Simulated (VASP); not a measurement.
Output of a VASP run:

File OSZICAR:
```
       N       E                     dE             d eps       ncg     rms          rms(c)
DAV:   1     0.217595308148E+04    0.21760E+04   -0.61954E+04   230   0.123E+03
DAV:   2     0.152408721403E+03   -0.20235E+04   -0.19190E+04   246   0.457E+02
DAV:   3    -0.239933724546E+03   -0.39234E+03   -0.38663E+03   270   0.192E+02
DAV:   4    -0.269190051880E+03   -0.29256E+02   -0.29211E+02   348   0.523E+01
DAV:   5    -0.271161541158E+03   -0.19715E+01   -0.19710E+01   332   0.101E+01    0.613E+01
DAV:   6    -0.220943993657E+03    0.50218E+02   -0.24752E+02   326   0.806E+01    0.242E+01
DAV:   7    -0.220740399754E+03    0.20359E+00   -0.26388E+01   324   0.165E+01    0.143E+01
DAV:   8    -0.220695396740E+03    0.45003E-01   -0.53950E+00   332   0.103E+01    0.467E+00
DAV:   9    -0.220596126854E+03    0.99270E-01   -0.35279E+00   316   0.838E+00    0.252E+00
DAV:  10    -0.220511601310E+03    0.84526E-01   -0.66110E-01   308   0.310E+00    0.460E-01
DAV:  11    -0.220511223625E+03    0.37769E-03   -0.36807E-02   332   0.786E-01    0.182E-01
DAV:  12    -0.220511332452E+03   -0.10883E-03   -0.31624E-03   340   0.170E-01    0.912E-02
DAV:  13    -0.220511357600E+03   -0.25148E-04   -0.19658E-03   308   0.210E-01    0.807E-02
DAV:  14    -0.220511250188E+03    0.10741E-03   -0.69351E-04   260   0.917E-02    0.181E-02
DAV:  15    -0.220511251806E+03   -0.16189E-05   -0.64873E-05   148   0.356E-02
   1 F= -.22051125E+03 E0= -.22051125E+03  d E =-.287881E-55
```

**OUTCAR**
```
------------------------ aborting loop because EDIFF is reached ----------------------------------------
  FORCE on cell =-STRESS in cart. coord.  units (eV):
  Direction    XX          YY          ZZ          XY          YZ          ZX
  --------------------------------------------------------------------------------------
  Total     -163.4843643   -172.0506035   -161.5445451      0.0000000      0.0000000     -0.0000000
  in kB    -1031.6372742  -1085.6929127  -1019.3964110      0.0000000      0.0000000     -0.0000000
  external PRESSURE =   -1045.5755326 kB  Pullay stress =       0.0000000 kB
  volume of cell :      253.90
      direct lattice vectors                 reciprocal lattice vectors
     5.118740000  0.000000000  0.000000000     0.195360577  0.000000000  0.000000000
     0.000000000  9.139954000  0.000000000     0.000000000  0.109409741  0.000000000
     0.000000000  0.000000000  5.426911000     0.000000000  0.000000000  0.184266888
 POSITION                                       TOTAL-FORCE (eV/Angst)
 -----------------------------------------------------------------------------------
      0.70593      3.39120      2.18477        -0.433687     -0.286592     -0.073732
      4.41281      5.74876      3.24215         0.433687      0.286592      0.073732
      1.85344      5.74876      4.89822         0.433687      0.286592     -0.073732
      3.26530      3.39120      0.52869        -0.433687     -0.286592      0.073732
      3.26530      1.17878      3.24215        -0.433687      0.286592      0.073732
      1.85344      7.96117      2.18477         0.433687     -0.286592     -0.073732
      4.41281      7.96117      0.52869         0.433687     -0.286592      0.073732
      0.70593      1.17878      4.89822        -0.433687      0.286592     -0.073732
      2.37873      2.46514      2.11644         0.191095      0.088009     -0.188945
      2.74001      6.67482      3.31047        -0.191095     -0.088009      0.188945
      0.18064      6.67482      4.82990        -0.191095     -0.088009     -0.188945
      4.93810      2.46514      0.59701         0.191095      0.088009      0.188945
      4.93810      2.10484      3.31047         0.191095     -0.088009      0.188945
      0.18064      7.03511      2.11644        -0.191095      0.088009     -0.188945
      2.74001      7.03511      0.59701        -0.191095      0.088009      0.188945
      2.37873      2.10484      4.82990         0.191095     -0.088009     -0.188945
      4.18012      0.09579      4.61933         0.279651      0.093981      0.237552
      0.93862      9.04417      0.80758        -0.279651     -0.093981     -0.237552
      3.49799      9.04417      1.90588        -0.279651     -0.093981      0.237552
      1.62075      0.09579      3.52103         0.279651      0.093981     -0.237552
      1.62075      4.47419      0.80758         0.279651     -0.093981     -0.237552
      3.49799      4.66576      4.61933        -0.279651      0.093981      0.237552
      0.93862      4.66576      3.52103        -0.279651      0.093981     -0.237552
      4.18012      4.47419      1.90588         0.279651     -0.093981      0.237552
 -----------------------------------------------------------------------------------
    total drift:                               -0.000000      0.000000      0.000000
  FREE ENERGIE OF THE ION-ELECTRON SYSTEM (eV)
  ---------------------------------------------------
  free  energy   TOTEN  =      -220.5112518065 eV

  energy  without entropy=     -220.5112518065  energy(sigma->0) =     -220.51125181
```
(Selected blocks of OUTCAR.)

POSCAR:
```
TiO2
1
    5.1187400000     0.0000000000     0.0000000000
    0.0000000000     9.1399540000     0.0000000000
    0.0000000000     0.0000000000     5.4269110000
Ti O
8 16
Direct
  0.1379100000   0.3710300000   0.4025800000
  0.8620900000   0.6289700000   0.5974200000
  0.3620900000   0.6289700000   0.9025800000
  0.6379100000   0.3710300000   0.0974200000
  0.6379100000   0.1289700000   0.5974200000
  0.3620900000   0.8710300000   0.4025800000
  0.8620900000   0.8710300000   0.0974200000
  0.1379100000   0.1289700000   0.9025800000
  0.4647100000   0.2697100000   0.3899900000
  0.5352900000   0.7302900000   0.6100100000
  0.0352900000   0.7302900000   0.8899900000
  0.9647100000   0.2697100000   0.1100100000
  0.9647100000   0.2302900000   0.6100100000
  0.0352900000   0.7697100000   0.3899900000
  0.5352900000   0.7697100000   0.1100100000
  0.4647100000   0.2302900000   0.8899900000
  0.8166300000   0.0104800000   0.8511900000
  0.1833700000   0.9895200000   0.1488100000
  0.6833700000   0.9895200000   0.3511900000
  0.3166300000   0.0104800000   0.6488100000
  0.3166300000   0.4895200000   0.1488100000
  0.6833700000   0.5104800000   0.8511900000
  0.1833700000   0.5104800000   0.6488100000
  0.8166300000   0.4895200000   0.3511900000
```

Question: Reconstruct the remaining input files.

Answer: This is not unique; one that fits is the input of the run itself, PBE GGA, plane waves, VASP's PBE PAW potentials (set 64).

KPOINTS:
```
Automatic mesh
0
Gamma
1 1 1
0 0 0
```

**INCAR**
```
SYSTEM = TiO2
PREC = Accurate
ENCUT = 240
EDIFF = 1E-04
NELM = 100
ALGO = Normal
LREAL = Auto
LASPH = .TRUE.
ISMEAR = 0
SIGMA = 0.01
GGA = PE
LMAXMIX = 4
LWAVE = .FALSE.
LCHARG = .FALSE.
ISIF = 2
```

POTCAR, in this order: Ti_sv O (PBE.64 set). Program: vasp_std.

At this cut-off the stress carries a Pulay error, which pulls relaxed volumes low.

The structure comes from a computed database's TiO2 entry, a phase known from measurement. The cell was not relaxed at this level. The k-mesh is coarse (spacing up to 1.23 per Å, 2π included), so the numbers may not be converged in it. The run is one of a series of settings (EDIFF = 1E-04, ENCUT = 240, KPOINTS 1×1×1 Γ-centred mesh against the base run), some of them coarse on purpose.
